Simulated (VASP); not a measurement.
# From one sheet to two: 1T-PtS2 monolayer, part 2 of 2

Aim: relax 1T-PtS2 monolayer, place its levels against the vacuum, then find how two sheets stack and bind.

VASP 6.6.1, plane waves and PAW; the level of theory is named at each step.

So far. Step 12 (A rigid stacking): Energy at zero smearing: -20.19576 eV.

## (13) Relaxing the bilayer

The lowest stacking relaxes at the monolayer's lattice.

File INCAR:

```
SYSTEM = PtS2
PREC = Normal
ENCUT = 350
EDIFF = 1E-07
NELM = 120
ISMEAR = 0
SIGMA = 0.03
LREAL = .FALSE.
ALGO = Fast
GGA = MK
AGGAC = 0
LUSE_VDW = .TRUE.
PARAM1 = 0.1234
PARAM2 = 1
LASPH = .TRUE.
NBANDS = 28
LORBIT = 11
LWAVE = .FALSE.
LCHARG = .FALSE.
KPAR = 4
IBRION = 2
NSW = 70
ISIF = 2
EDIFFG = -0.004
POTIM = 0.8
MAXMIX = 40
IDIPOL = 3
LDIPOL = .TRUE.
DIPOL = 0.5 0.5 0.5
```

File POSCAR:

```
PtS2
1.0
    3.5376312987      0.0000000000      0.0000000000
   -1.7688156493      3.0636785739      0.0000000000
    0.0000000000      0.0000000000     25.1032839472
Pt S
2 4
Direct
    0.0000000000      0.0000000000      0.3884281000
    0.0000000000      0.0000000000      0.6115719000
    0.3333333300      0.6666666700      0.3386011200
    0.6666666700      0.3333333300      0.4382550900
    0.3333333300      0.6666666700      0.5617449100
    0.6666666700      0.3333333300      0.6613988800
```

File KPOINTS:

```
Automatic mesh
0
Gamma
12 12 1
0 0 0
```

Potentials, in the order of the species: Pt and S (PBE family, release 64).

Started as:

```sh
> mpirun -np 4 vasp_std
```

Run time: 12 min. Hardware: 4 MPI ranks of Intel Xeon Platinum 8488C (Sapphire Rapids), shared host; peak memory 1.7 GiB; 49 min of CPU time.

Relaxation path:

```
step  energy less that of the first step (eV)  largest force (eV/Å)
   1                                   0.0000                0.0872
   2                                  -0.0006                0.0627
   3                                  -0.0007                0.0591
   4                                  -0.0014                0.0609
   5                                  -0.0020                0.1020
   6                                  -0.0021                0.0922
   7                                  -0.0025                0.0919
   8                                  -0.0036                0.0913
   9                                  -0.0057                0.0887
  10                                  -0.0097                0.0841
  11                                  -0.0169                0.0792
  12                                  -0.0271                0.0623
  13                                  -0.0197                0.1378
  14                                  -0.0299                0.0718
  15                                  -0.0301                0.0790
  16                                  -0.0226                0.3153
  17                                  -0.0307                0.0262
  18                                  -0.0295                0.1233
  19                                  -0.0307                0.0011
```

The atoms that moved most (Å):

```
atom     dx     dy      dz  length
 Pt1  0.000  0.000   0.272   0.272
 Pt2  0.000  0.000  -0.272   0.272
  S3  0.000  0.000   0.263   0.263
  S6  0.000  0.000  -0.263   0.263
  S5  0.000  0.000  -0.260   0.260
  S4  0.000  0.000   0.260   0.260
```

Final coordinates:

```cif
data_structure
_symmetry_space_group_name_H-M 'P 1'
_symmetry_Int_Tables_number 1
_cell_length_a 3.5376
_cell_length_b 3.5376
_cell_length_c 25.1033
_cell_angle_alpha 90.000
_cell_angle_beta 90.000
_cell_angle_gamma 120.000
_cell_volume 272.07
loop_
_atom_site_label
_atom_site_type_symbol
_atom_site_fract_x
_atom_site_fract_y
_atom_site_fract_z
_atom_site_occupancy
Pt1 Pt 0.00000 0.00000 0.39927 1
Pt2 Pt 0.00000 0.00000 0.60073 1
S3 S 0.33333 0.66667 0.34907 1
S4 S 0.66667 0.33333 0.44863 1
S5 S 0.33333 0.66667 0.55137 1
S6 S 0.66667 0.33333 0.65093 1
```

This step gave:

- electronic cycles: 270
- free energy (TOTEN): -20.23 eV
- Fermi energy: -0.6548 eV
- dipole moment: 0, 0, -1.00e-6 e·Å
- gap on the k-mesh: 0.9122 eV
- least direct gap on the k-mesh: 1.374 eV

The run ended after 19 ionic steps, 0.031 eV below its first step, once the forces on the free atoms met EDIFFG = -0.004.

## (14) Levels and bands of the bilayer

The same static run as for one sheet shows what the neighbour does to the levels.

INCAR: that of step 13 with these lines changed.

```diff
@@ -3,3 +3,3 @@
 ENCUT = 350
-EDIFF = 1E-07
+EDIFF = 1E-06
 NELM = 120
@@ -20,8 +20,2 @@
 KPAR = 4
-IBRION = 2
-NSW = 70
-ISIF = 2
-EDIFFG = -0.004
-POTIM = 0.8
-MAXMIX = 40
 IDIPOL = 3
@@ -29 +23,4 @@
 DIPOL = 0.5 0.5 0.5
+LVHAR = .TRUE.
+LVACPOTAV = .TRUE.
+NEDOS = 1500
```

File POSCAR:

```
PtS2
1.0
    3.5376312987      0.0000000000      0.0000000000
   -1.7688156493      3.0636785739      0.0000000000
    0.0000000000      0.0000000000     25.1032839472
Pt S
2 4
Direct
    0.0000000000      0.0000000000      0.3992745208
    0.0000000000      0.0000000000      0.6007254792
    0.3333333300      0.6666666700      0.3490697780
    0.6666666700      0.3333333300      0.4486300620
    0.3333333300      0.6666666700      0.5513699380
    0.6666666700      0.3333333300      0.6509302220
```

KPOINTS is that of step 13.

File KPOINTS_OPT:

```
Line mode
14
Line-mode
Reciprocal
  0.00000000   0.00000000   0.00000000 GAMMA
  0.50000000   0.00000000   0.00000000 M

  0.50000000   0.00000000   0.00000000 M
  0.33333333   0.33333333   0.00000000 K

  0.33333333   0.33333333   0.00000000 K
  0.00000000   0.00000000   0.00000000 GAMMA
```

Started as:

```sh
> mpirun -np 4 vasp_std
```

It took 67 s on 4 MPI ranks; peak memory 1.8 GiB.

This step gave:

```yaml
electronic_cycles: 24
fermi_energy: -0.701 eV
least_gap_on_mesh_and_path: 0.9068 eV
least_direct_gap_on_mesh_and_path: 1.340 eV
dipole_moment: 0, 0, 0 e·Å
vacuum_levels: 4.969, 4.969 eV
ionisation_potentials_of_the_upper_and_lower_face: 5.804, 5.804 eV
electron_affinities_of_the_upper_and_lower_face: 4.897, 4.897 eV
```

The electronic bands at the labelled points (eV, zero at the valence-band top; v1 is the highest filled band, c1 the lowest empty one):

```
          point     v4     v3     v2     v1    c1    c2    c3    c4
              Γ  -1.04  -0.90  -0.90  -0.36  2.31  2.31  2.62  2.62
0.46 of the way  -1.11  -0.92  -0.92  -0.42  0.95  1.54  1.85  2.24
              M  -2.54  -2.39  -2.34  -1.64  1.88  2.00  2.29  2.47
0.46 of the way  -2.14  -1.81  -1.57  -1.24  1.52  1.61  1.78  2.29
              K  -1.61  -1.61  -1.30  -1.30  1.13  1.13  1.86  1.86
0.46 of the way  -1.52  -1.22  -0.98  -0.48  1.22  1.40  1.40  2.01
              Γ  -1.04  -0.90  -0.90  -0.36  2.31  2.31  2.62  2.62
```

Of the projections kept (Pt, S), the largest for each band there; the rest of the weight can lie on other orbitals:

```
point       v4       v3       v2       v1       c1       c2       c3      c4
    Γ   S 0.90   S 0.90   S 0.90   S 0.83   S 0.58   S 0.58   S 0.58  S 0.58
    M   S 0.77  Pt 0.82  Pt 0.67   S 0.81  Pt 0.58   S 0.54  Pt 0.52  S 0.57
    K  Pt 0.75  Pt 0.75  Pt 0.67  Pt 0.67  Pt 0.59  Pt 0.59   S 0.52  S 0.52
    Γ   S 0.90   S 0.90   S 0.90   S 0.83   S 0.58   S 0.58   S 0.58  S 0.58
```

The planar average of the electrostatic potential oscillates, so the rows of the table below give means over windows of 1 Å about each position, cut where the curve ends. Its maxima inside the range that stand out by 2 % of the span (Å: eV): 9.4: -9.73, 10.7: -10.2, 12.6: 4.06, 14.4: -10.2, 15.7: -9.73. Its minima: 8.8: -11.5, 10.0: -13.1, 11.2: -11.7, 13.9: -11.7, 15.1: -13.1, 16.3: -11.5.

Zero at the Fermi level. The planar average of the electrostatic potential by height; means over each step:

```
height (Å)  planar average of the electrostatic potential (eV)
         0                                                5.67
         1                                                5.67
         2                                                5.67
         3                                                5.67
         4                                                5.67
         5                                                5.67
         6                                                5.66
         7                                                5.38
         8                                              0.0961
         9                                               -10.5
        10                                               -12.0
        11                                               -10.8
        12                                              -0.467
        13                                               0.796
        14                                               -10.6
        15                                               -12.0
        16                                               -10.6
        17                                               -1.35
        18                                                5.28
        19                                                5.65
        20                                                5.67
        21                                                5.67
        22                                                5.67
        23                                                5.67
        24                                                5.67
```

Density of states in the PAW spheres, an atom over height of the layer and energy from the Fermi level.

Ten even steps from '0' (0.00 states/eV) to '9' (2.36 states/eV), each cell a mean:
```
000000
000000
000000
111111
342243
242242
251152
131131
191191
091190
010010
050050
181181
161161
130031
151151
191191
182281
041140
010010
000000
000000
```
Columns: height of the layer (Å) from 8.8 to 16.3 (not evenly spaced); rows upwards: energy from the Fermi level (eV) from -7.9 to 0.5.

The map of layer states is cut here 0.5 eV above the Fermi level, so it leaves out the states above that.

The vacuum level lies 5.80 eV above the highest filled level at the upper face; both faces agree, as the slab has next to no dipole.

The program found no field-free point at its default tolerance, but its printed level agrees with the flat part of the planar average.

## (15) Putting the energies together

This step: monolayer and bilayer, optB86b-vdW; plane waves and PAW (VASP 6.6.1).

Derived from the runs above.

This step gave:

```
polarisability per area of the slab or monolayer : 0.3590 Å
gap with spin orbit                              : 1.735 eV
binding energy                                   : -25.20 meV/Å²
interlayer gap                                   : 2.579 Å
bilayer gap                                      : 0.9068 eV
bilayer level below vacuum                       : 5.804 eV
lattice a                                        : 3.538 Å
lattice b                                        : 3.538 Å
thickness                                        : 2.502 Å
monolayer gap                                    : 1.788 eV
ionisation potential at the upper face           : 6.507 eV
```

VASP counts both for electrons: a positive EFIELD is a field along -c, and a positive dipole, in electrons times A, points along -c. Field, by row:

```csv
EFIELD (eV/Å),dipole along z of the monolayer (e Å),energy change of the monolayer (eV)
-0.1,-0.02699,-0.001355
0,0,0
0.1,0.02706,-0.001357
```

Rigid sheets, 3.1 Å apart. Stackings, by row:

```csv
stacking,energy above the lowest (meV/Å²)
"same orientation, shift 0.00 0.00",0
"turned by 180 degrees, shift 0.33 0.67",0.01895
"same orientation, shift 0.67 0.33",1.167
"same orientation, shift 0.33 0.67",15.41
"turned by 180 degrees, shift 0.00 0.00",16.91
```

The polarisability is the slope of the dipole against the field, as a volume for each unit of area.

## (16) What came out

- lattice a: 3.54 Å
- monolayer gap: 1.79 eV
- gap with spin orbit: 1.73 eV
- binding energy: -25.2 meV/Å²
- interlayer gap: 2.58 Å
- bilayer gap: 0.907 eV
- polarisability per area of the slab or monolayer: 0.359 Å

The monolayer relaxes to a = 3.538 Å and has a gap of 1.79 eV (1.73 eV with spin-orbit coupling). The ionisation potential is 6.51 eV at both faces. Of 5 rigid stackings the lowest has the upper sheet in the same orientation and shifted by (0.00, 0.00) in cell vectors, and the highest lies 16.9 meV/Å² above it. Relaxed, the sheets lie 2.58 Å apart and bind by 25.2 meV/Å². The next stacking lies close, and only the lowest was relaxed, so the order could change. The second sheet narrows the gap, to 0.91 eV. All runs are without spin polarisation. The bilayer keeps the monolayer's lattice, and only high-symmetry stackings were tried. Semilocal gaps are too small. Levels against the vacuum, binding and the bilayer's gap are without spin-orbit coupling.

[Lines on the potential files, build, host, timing and source positions are cut from VASP's logs without a mark.]

[Logs are printed without paths, hosts, clocks, repeated set-up lines and the standing remarks that a program may print on its own settings, such as how far it seeks lower states.]

[Hosts, paths, dates, database ids (printed as entryN), source tags and the programs' standing remarks are cut or masked in the printed files.]

[Runs that stopped without an error message from VASP are left out.]
